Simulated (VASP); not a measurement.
A convergence study with VASP on P (black): one setting is varied, all else stays as given below, so the limit is that of these other settings.

```xyz
4
Lattice="1.6550 -5.2400 0.0000 1.6550 5.2400 0.0000 0.0000 0.0000 4.3800" Properties=species:S:1:pos:R:3 pbc="T T T"
P      1.6550     4.1742     4.0270
P      1.6550     1.0658     1.8370
P      1.6550    -1.0658     2.5430
P      1.6550    -4.1742     0.3530
```

All values below come from PBE GGA, VASP's PBE PAW potentials (set 64) (plane waves; VASP). The tightest run used: 550 eV cut-off, 16×16×12 Γ-centred mesh, Gaussian smearing of 0.050 eV, potentials P.

| setting | E (eV/atom) | pressure (GPa) | largest force (eV/Å) | irreducible k-points |
|---|---|---|---|---|
| 1×1×1 mesh | -4.2169 | 11.68 | 3.000 | 1 |
| 2×2×2 mesh | -5.0735 | 3.67 | 0.241 | 6 |
| 3×3×2 mesh | -5.3121 | 2.46 | 0.300 | 8 |
| 4×4×3 mesh | -5.3392 | 1.94 | 0.104 | 14 |
| 5×5×4 mesh | -5.3596 | 2.08 | 0.045 | 27 |
| 6×6×4 mesh | -5.3636 | 1.97 | 0.059 | 39 |

Question: These are the cheaper rows. Estimate the results at 16×16×12 mesh, and how far the last row shown lies from them.

Answer: 
```json
[
 {"quantity": "E (eV/atom)", "tightest run": "-5.3668", "last row shown is off by": "0.0032"},
 {"quantity": "pressure (GPa)", "tightest run": "1.89", "last row shown is off by": "0.08"},
 {"quantity": "largest force (eV/Å)", "tightest run": "0.061", "last row shown is off by": "-0.002"}
]
```

Left out are rungs that failed or repeat a setting and relaxations that didn't move; long series are thinned to 24 rows.

The compound is P in the black structure. The cell was not relaxed at this level, forces remain on its atoms.
